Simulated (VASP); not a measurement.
Input:

```xyz
2
Lattice="0.0000 3.2206 3.2206 3.2206 0.0000 3.2206 3.2206 3.2206 0.0000" Properties=species:S:1:pos:R:3 pbc="T T T"
Te     3.2206     3.2206     3.2206
Pb     0.0000     0.0000     0.0000
```

Level of theory: PBEsol GGA, VASP's PBE PAW potentials (set 64) (plane waves; VASP 6.6.1). Run with 400 eV cut-off, Gaussian smearing of 0.050 eV, potentials Te Pb_d.

Unless said otherwise, spin-orbit coupling is left out, though it shifts the bands of the heavy elements here.

Task: Give the energies of bands 7 to 13 at the high-symmetry points, in eV from the valence-band maximum.

Result: 
```csv
band,Γ,X,U,L,W
7,-5.59,-7.33,-8.02,-8.66,-8.04
8,-1.37,-4.60,-4.21,-0.90,-3.87
9,-1.37,-2.86,-2.35,-0.90,-3.87
10,-1.37,-2.86,-2.13,0.00,-0.36
11,4.07,3.17,3.55,0.65,1.63
12,4.07,5.50,3.79,1.22,5.17
13,4.07,5.50,5.05,1.22,5.17
```

The gap is direct, 0.65 eV, from the valence maximum at L to the conduction minimum at L.

The compound is PbTe in the rock salt structure. It was relaxed first.
